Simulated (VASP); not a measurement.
# TaCo3 (Pm-3m) in VASP: notebook

The runs below take TaCo3 through single point, with LDA.

All numbers are computed with VASP 6.6.1; they aren't measurements. Logs are shortened: lines on timing, memory, paths and dates and some standing lists are left out, and cuts for length are marked.

## 1. The structure

The structure is cubic, space group Pm-3m (No. 221). The conventional cell has a = 3.670 Å, b = 3.670 Å, c = 3.670 Å, α = 90.00°, β = 90.00°, γ = 90.00°. Ta (site symmetry m-3m) has 12 Co at 2.60 Å as nearest neighbours. Co (site symmetry 4/mmm) has 4 Ta at 2.60 Å and 8 Co at 2.60 Å as nearest neighbours.

## 2. Single point, LDA, collinear spin, typed start

Input file INCAR:

```
SYSTEM = TaCo3
  PREC = Accurate
  ENCUT = 520
  EDIFF = 1E-7
  ISMEAR = -1
  SIGMA = 0.08
  LREAL = .FALSE.
  LASPH = .TRUE.
  NELM = 150
  ALGO = Normal
  ISIF = 2
  LWAVE = .FALSE.
  LCHARG = .FALSE.
  ISPIN = 2
  MAGMOM = 0 2 2 2
  LORBIT = 11
  LMAXMIX = 4
  NBANDS = 31
```

Input file KPOINTS:

```
regular mesh
0
G
  9 9 9
  0 0 0
```

Input file POSCAR:

```
TaCo3
1.0
    3.6700000000      0.0000000000      0.0000000000
    0.0000000000      3.6700000000      0.0000000000
    0.0000000000      0.0000000000      3.6700000000
Ta Co
1 3
Direct
    0.0000000000      0.0000000000      0.0000000000
    0.0000000000      0.5000000000      0.5000000000
    0.5000000000      0.0000000000      0.5000000000
    0.5000000000      0.5000000000      0.0000000000
```

Potentials or basis: VASP PAW LDA potentials, release 64 (Ta_pv, Co).

Command:

```sh
$ cat potpaw_LDA.64/Ta_pv/POTCAR potpaw_LDA.64/Co/POTCAR > POTCAR
$ mpirun -np 1 vasp_std > vasp.out
```

OUTCAR:

```text
SYSTEM = TaCo3
   PREC = Accurate
   ENCUT = 520
   EDIFF = 1E-7
   ISMEAR = -1
   LREAL = .FALSE.
   LASPH = .TRUE.
   NELM = 150
   ISIF = 2
   ISPIN = 2
   LORBIT = 11

 ion  position               nearest neighbor table
   1  0.000  0.000  0.000-   2 2.60   3 2.60   4 2.60   2 2.60   3 2.60   2 2.60   4 2.60   2 2.60
                             3 2.60   4 2.60   3 2.60   4 2.60
   2  0.000  0.500  0.500-   1 2.60   3 2.60   4 2.60   1 2.60   4 2.60   1 2.60   3 2.60   1 2.60
                             3 2.60   4 2.60   4 2.60   3 2.60
   3  0.500  0.000  0.500-   1 2.60   2 2.60   4 2.60   1 2.60   4 2.60   2 2.60   4 2.60   4 2.60
                             1 2.60   2 2.60   1 2.60   2 2.60
   4  0.500  0.500  0.000-   1 2.60   2 2.60   3 2.60   2 2.60   3 2.60   1 2.60   3 2.60   3 2.60
                             1 2.60   2 2.60   2 2.60   1 2.60

  LATTYP: Found a simple cubic cell.
 ALAT       =     3.6700000000

  Lattice vectors:

 A1 = (   3.6700000000,   0.0000000000,   0.0000000000)
 A2 = (   0.0000000000,   3.6700000000,   0.0000000000)
 A3 = (   0.0000000000,   0.0000000000,   3.6700000000)

Analysis of symmetry for initial positions (statically):
=====================================================================
 Subroutine PRICEL returns:
 Original cell was already a primitive cell.

 Routine SETGRP: Setting up the symmetry group for a
 simple cubic supercell.

 Subroutine GETGRP returns: Found 48 space group operations
 (whereof 48 operations were pure point group operations)
 out of a pool of 48 trial point group operations.

The static configuration has the point symmetry O_h .

Analysis of symmetry for dynamics (positions and initial velocities):
=====================================================================
 Subroutine PRICEL returns:
 Original cell was already a primitive cell.

 Routine SETGRP: Setting up the symmetry group for a
 simple cubic supercell.

 Subroutine GETGRP returns: Found 48 space group operations
 (whereof 48 operations were pure point group operations)
 out of a pool of 48 trial point group operations.

The dynamic configuration has the point symmetry O_h .

Analysis of structural, dynamic, and magnetic symmetry:
=====================================================================
 Subroutine PRICEL returns:
 Original cell was already a primitive cell.

 Routine SETGRP: Setting up the symmetry group for a
 simple cubic supercell.

 Subroutine GETGRP returns: Found 48 space group operations
 (whereof 48 operations were pure point group operations)
 out of a pool of 48 trial point group operations.

The overall configuration has the point symmetry O_h .

[... 134 lines left out ...]
  energy-cutoff  :      520.00
  volume of cell :       49.43
 maximum number of plane-waves:      1357
 NGX is ok and might be reduce to    28

 number of electron      37.9999980 magnetization       0.0012404

 number of electron      37.9999980 magnetization      -0.0002128

 Free energy of the ion-electron system (eV)
  ---------------------------------------------------
  ext. energy  EPLUGINS =         0.00000000
  ---------------------------------------------------
  free energy    TOTEN  =       -38.28885814 eV

  energy without entropy =      -38.19285765  energy(sigma->0) =      -38.24085790

 E-fermi :   8.5200     XC(G=0): -13.5324

 val. band max:        8.4983890868   @ k =   0.1111   0.1111   0.1111
 cond. band min:       8.5307254301   @ k =   0.3333   0.3333   0.1111
 fundamental gap:      0.0323363433
 Fermi energy:         8.5200117439

 spin component 1

 k-point     1 :       0.0000    0.0000    0.0000
  band No.  band energies     occupation
      1     -25.6159      1.00000
      2     -25.6159      1.00000
      3     -25.6159      1.00000
      4      -0.0111      1.00000
      5       3.6296      1.00000
      6       3.6296      1.00000
[... 805 lines left out ...]
     30      20.3163      0.00000
     31      21.2981      0.00000

 [... further k-points ...]

 spin component 2

 k-point     1 :       0.0000    0.0000    0.0000
  band No.  band energies     occupation
      1     -25.6159      1.00000
      2     -25.6159      1.00000
      3     -25.6159      1.00000
      4      -0.0111      1.00000
      5       3.6296      1.00000
      6       3.6296      1.00000
[... 805 lines left out ...]
     30      20.3163      0.00000
     31      21.2981      0.00000

 [... further k-points ...]

------------------------ aborting loop because EDIFF is reached ----------------------------------------

  FORCE on cell =-STRESS in cart. coord.  units (eV):
  Direction    XX          YY          ZZ          XY          YZ          ZX
  --------------------------------------------------------------------------------------
  -------------------------------------------------------------------------------------
  Total       -6.8065291     -6.8065291     -6.8065291     -0.0000000      0.0000000      0.0000000
  in kB     -220.6165547   -220.6165547   -220.6165547     -0.0000000      0.0000000      0.0000000
  external PRESSURE =    -220.6165547 kB  Pullay stress =       0.0000000 kB

 VOLUME and BASIS-vectors are now :
 -----------------------------------------------------------------------------
  energy-cutoff  :      520.00
  volume of cell :       49.43
      direct lattice vectors                 reciprocal lattice vectors
     3.670000000  0.000000000  0.000000000     0.272479564  0.000000000  0.000000000
     0.000000000  3.670000000  0.000000000     0.000000000  0.272479564  0.000000000
     0.000000000  0.000000000  3.670000000     0.000000000  0.000000000  0.272479564

 POSITION                                       TOTAL-FORCE (eV/Angst)
 -----------------------------------------------------------------------------------
      0.00000      0.00000      0.00000         0.000000      0.000000      0.000000
      0.00000      1.83500      1.83500         0.000000      0.000000      0.000000
      1.83500      0.00000      1.83500         0.000000      0.000000      0.000000
      1.83500      1.83500      0.00000         0.000000      0.000000      0.000000
 -----------------------------------------------------------------------------------
    total drift:                                0.000000      0.000000      0.000000

  FREE ENERGIE OF THE ION-ELECTRON SYSTEM (eV)
  ---------------------------------------------------
  free  energy   TOTEN  =       -38.2888581360 eV

  energy  without entropy=      -38.1928576547  energy(sigma->0) =      -38.24085790

 total charge

# of ion       s       p       d       tot
------------------------------------------
    1        0.402   6.199   2.307   8.907
    2        0.491   0.507   7.357   8.355
    3        0.491   0.507   7.357   8.355
    4        0.491   0.507   7.357   8.355
--------------------------------------------------
tot          1.874   7.719  24.378  33.971

 magnetization (x)

# of ion       s       p       d       tot
------------------------------------------
    1       -0.000   0.000   0.000   0.000
    2        0.000   0.000  -0.000  -0.000
    3        0.000   0.000  -0.000  -0.000
    4        0.000   0.000  -0.000  -0.000
--------------------------------------------------
tot          0.000   0.000  -0.000  -0.000
```

OSZICAR:

```text
N       E                     dE             d eps       ncg     rms          rms(c)
DAV:   1     0.283110933103E+03    0.28311E+03   -0.17294E+04  4340   0.157E+03
DAV:   2    -0.238061164439E+02   -0.30692E+03   -0.29098E+03  4375   0.352E+02
DAV:   3    -0.418792091165E+02   -0.18073E+02   -0.17057E+02  5159   0.102E+02
DAV:   4    -0.422650389735E+02   -0.38583E+00   -0.38465E+00  4825   0.147E+01
[... 11 lines left out ...]
DAV:  16    -0.382888527252E+02   -0.27112E-04   -0.82171E-05  5998   0.102E-01    0.174E-02
DAV:  17    -0.382888574039E+02   -0.46787E-05   -0.15338E-05  6738   0.406E-02    0.718E-03
DAV:  18    -0.382888580035E+02   -0.59961E-06   -0.17011E-06  6248   0.139E-02    0.329E-03
DAV:  19    -0.382888581174E+02   -0.11386E-06   -0.31736E-07  4347   0.604E-03    0.147E-03
DAV:  20    -0.382888581360E+02   -0.18607E-07   -0.17436E-07  3008   0.467E-03
   1 F= -.38288858E+02 E0= -.38240858E+02  d E =-.960005E-01  mag=    -0.0000
```

stdout:

```text
POSCAR found type information on POSCAR TaCo
 POSCAR found :  2 types and       4 ions
 scaLAPACK will be used
 LDA part: xc-table for (Slater(with rela. corr.)+CA(PZ))
 , standard interpolation
 POSCAR, INCAR and KPOINTS ok, starting setup
 FFT: planning ... GRIDC
 FFT: planning ... GRID_SOFT
 FFT: planning ... GRID
 WAVECAR not read
 entering main loop
```

It took 69 s on 1 thread of Intel Xeon 6975P-C (Granite Rapids), shared host; peak memory 0.2 GiB.

What came out:

```yaml
Free_energy: -38.2889 eV
Pressure: -22.1 GPa
Band_gap_on_the_k_mesh: none (metal or under the smearing width)
Net_moment: 0.00 μB per cell
Valence_electrons_inside_the_program's_atomic_spheres: Ta 8.91; Co 8.36
```

Levels at points of the mesh, in eV from the Fermi level:
Spin up:
```
           k point  band 15  band 16  band 17  band 18  band 19  band 20  band 21  band 22  band 23  band 24
(0.00, 0.00, 0.00)    -0.20     0.20     0.46     0.46     0.46     2.50     2.50     3.04     3.04     3.04
```
Spin down:
```
           k point  band 15  band 16  band 17  band 18  band 19  band 20  band 21  band 22  band 23  band 24
(0.00, 0.00, 0.00)    -0.20     0.20     0.46     0.46     0.46     2.50     2.50     3.04     3.04     3.04
```

Caveat: the starting moments collapsed, and a magnetic state may lie lower; so large a pressure means that the cell lies far from this level's equilibrium, or that cutoff or potentials fall short.

## 3. Single point, LDA, collinear spin, typed start (volume scaled by 1.2, start moments a quarter as large)

Input file INCAR:

```
PREC = Accurate
ENCUT = 520
EDIFF = 1E-7
ISMEAR = -1
SIGMA = 0.08
LREAL = False
LASPH = True
NELM = 150
ALGO = Fast
ISIF = 2
LWAVE = False
LCHARG = False
ISPIN = 2
MAGMOM = 0 0.5 0.5 0.5
LORBIT = 11
LMAXMIX = 4
NBANDS = 31
```

Input file KPOINTS:

```
regular mesh
0
Gamma
  9 9 9
```

Input file POSCAR:

```
TaCo3
1.0
    3.8999569489      0.0000000000      0.0000000000
    0.0000000000      3.8999569489      0.0000000000
    0.0000000000      0.0000000000      3.8999569489
Ta Co
1 3
Direct
    0.0000000000      0.0000000000      0.0000000000
    0.0000000000      0.5000000000      0.5000000000
    0.5000000000      0.0000000000      0.5000000000
    0.5000000000      0.5000000000      0.0000000000
```

Potentials or basis: VASP PAW LDA potentials, release 64 (Ta_pv, Co).

Command:

```sh
$ cat potpaw_LDA.64/Ta_pv/POTCAR potpaw_LDA.64/Co/POTCAR > POTCAR
$ mpirun -np 1 vasp_std > vasp.out
```

OUTCAR:

```text
PREC = Accurate
   ENCUT = 520
   EDIFF = 1E-7
   ISMEAR = -1
   LREAL = False
   LASPH = True
   NELM = 150
   ISIF = 2
   ISPIN = 2
   LORBIT = 11

 ion  position               nearest neighbor table
   1  0.000  0.000  0.000-   2 2.76   3 2.76   4 2.76   2 2.76   3 2.76   2 2.76   4 2.76   2 2.76
                             3 2.76   4 2.76   3 2.76   4 2.76
   2  0.000  0.500  0.500-   1 2.76   3 2.76   4 2.76   1 2.76   4 2.76   1 2.76   3 2.76   1 2.76
                             3 2.76   4 2.76   4 2.76   3 2.76
   3  0.500  0.000  0.500-   1 2.76   2 2.76   4 2.76   1 2.76   4 2.76   2 2.76   4 2.76   4 2.76
                             1 2.76   2 2.76   1 2.76   2 2.76
   4  0.500  0.500  0.000-   1 2.76   2 2.76   3 2.76   2 2.76   3 2.76   1 2.76   3 2.76   3 2.76
                             1 2.76   2 2.76   2 2.76   1 2.76

  LATTYP: Found a simple cubic cell.
 ALAT       =     3.8999569489

  Lattice vectors:

 A1 = (   3.8999569489,   0.0000000000,   0.0000000000)
 A2 = (   0.0000000000,   3.8999569489,   0.0000000000)
 A3 = (   0.0000000000,   0.0000000000,   3.8999569489)

Analysis of symmetry for initial positions (statically):
=====================================================================
 Subroutine PRICEL returns:
 Original cell was already a primitive cell.

 Routine SETGRP: Setting up the symmetry group for a
 simple cubic supercell.

 Subroutine GETGRP returns: Found 48 space group operations
 (whereof 48 operations were pure point group operations)
 out of a pool of 48 trial point group operations.

The static configuration has the point symmetry O_h .

Analysis of symmetry for dynamics (positions and initial velocities):
=====================================================================
 Subroutine PRICEL returns:
 Original cell was already a primitive cell.

 Routine SETGRP: Setting up the symmetry group for a
 simple cubic supercell.

 Subroutine GETGRP returns: Found 48 space group operations
 (whereof 48 operations were pure point group operations)
 out of a pool of 48 trial point group operations.

[... 173 lines left out ...]
 cond. band min:       6.3965678785   @ k =   0.3333   0.3333   0.1111
 fundamental gap:      0.0180171546
 Fermi energy:         6.3948633960

 spin component 1

 k-point     1 :       0.0000    0.0000    0.0000
  band No.  band energies     occupation
      1     -28.1357      1.00000
      2     -28.1357      1.00000
      3     -28.1357      1.00000
      4      -1.1831      1.00000
      5       2.5752      1.00000
      6       2.5752      1.00000
[... 805 lines left out ...]
     30      16.7072      0.00000
     31      17.5578      0.00000

 [... further k-points ...]

 spin component 2

 k-point     1 :       0.0000    0.0000    0.0000
  band No.  band energies     occupation
      1     -28.1357      1.00000
      2     -28.1357      1.00000
      3     -28.1357      1.00000
      4      -1.1831      1.00000
      5       2.5753      1.00000
      6       2.5753      1.00000
[... 805 lines left out ...]
     30      16.7072      0.00000
     31      17.5578      0.00000

 [... further k-points ...]

------------------------ aborting loop because EDIFF is reached ----------------------------------------

  FORCE on cell =-STRESS in cart. coord.  units (eV):
  Direction    XX          YY          ZZ          XY          YZ          ZX
  --------------------------------------------------------------------------------------
  -------------------------------------------------------------------------------------
  Total      -15.9167453    -15.9167453    -15.9167453      0.0000000      0.0000000     -0.0000000
  in kB     -429.9177827   -429.9177827   -429.9177827      0.0000000      0.0000000     -0.0000000
  external PRESSURE =    -429.9177827 kB  Pullay stress =       0.0000000 kB

 VOLUME and BASIS-vectors are now :
 -----------------------------------------------------------------------------
  energy-cutoff  :      520.00
  volume of cell :       59.32
      direct lattice vectors                 reciprocal lattice vectors
     3.899956949  0.000000000  0.000000000     0.256413087  0.000000000  0.000000000
     0.000000000  3.899956949  0.000000000     0.000000000  0.256413087  0.000000000
     0.000000000  0.000000000  3.899956949     0.000000000  0.000000000  0.256413087

 POSITION                                       TOTAL-FORCE (eV/Angst)
 -----------------------------------------------------------------------------------
      0.00000      0.00000      0.00000         0.000000      0.000000      0.000000
      0.00000      1.94998      1.94998         0.000000      0.000000      0.000000
      1.94998      0.00000      1.94998         0.000000      0.000000      0.000000
      1.94998      1.94998      0.00000         0.000000      0.000000      0.000000
 -----------------------------------------------------------------------------------
    total drift:                                0.000000      0.000000     -0.000000

  FREE ENERGIE OF THE ION-ELECTRON SYSTEM (eV)
  ---------------------------------------------------
  free  energy   TOTEN  =       -36.1435306865 eV

  energy  without entropy=      -36.0092576808  energy(sigma->0) =      -36.07639418

 total charge

# of ion       s       p       d       tot
------------------------------------------
    1        0.362   6.135   2.116   8.613
    2        0.422   0.374   7.262   8.058
    3        0.422   0.374   7.262   8.058
    4        0.422   0.374   7.262   8.058
--------------------------------------------------
tot          1.628   7.256  23.903  32.788

 magnetization (x)

# of ion       s       p       d       tot
------------------------------------------
    1       -0.000  -0.000  -0.000  -0.000
    2       -0.000  -0.000   0.000   0.000
    3       -0.000  -0.000   0.000   0.000
    4       -0.000  -0.000   0.000   0.000
--------------------------------------------------
tot         -0.000  -0.000   0.000   0.000
```

stdout:

```text
POSCAR found type information on POSCAR TaCo
 POSCAR found :  2 types and       4 ions
 scaLAPACK will be used
 LDA part: xc-table for (Slater(with rela. corr.)+CA(PZ))
 , standard interpolation
 POSCAR, INCAR and KPOINTS ok, starting setup
 FFT: planning ... GRIDC
 FFT: planning ... GRID_SOFT
 FFT: planning ... GRID
 WAVECAR not read
 entering main loop
```

Run time: 1.8 min. Hardware: 1 thread of Intel Xeon 6975P-C (Granite Rapids), shared host; peak memory 0.22 GiB.

Results:

```yaml
Free_energy: -36.1435 eV
Pressure: -43.0 GPa
Band_gap_on_the_k_mesh: none (metal or under the smearing width)
Net_moment: 0.00 μB per cell
Valence_electrons_inside_the_program's_atomic_spheres: Ta 8.61; Co 8.06
```

Levels at points of the mesh, in eV from the Fermi level:
Spin up:
| k point | band 17 | band 18 | band 19 | band 20 | band 21 | band 22 |
| --- | --- | --- | --- | --- | --- | --- |
| (0.00, 0.00, 0.00) | 0.34 | 0.34 | 0.34 | 1.96 | 1.96 | 2.64 |
Spin down:
| k point | band 17 | band 18 | band 19 | band 20 | band 21 | band 22 |
| --- | --- | --- | --- | --- | --- | --- |
| (0.00, 0.00, 0.00) | 0.34 | 0.34 | 0.34 | 1.96 | 1.96 | 2.64 |

Caveat: the cell as given lies far from equilibrium; so large a pressure means that the cell lies far from this level's equilibrium, or that cutoff or potentials fall short. Spin-orbit coupling is left out, which matters for the levels of Ta.
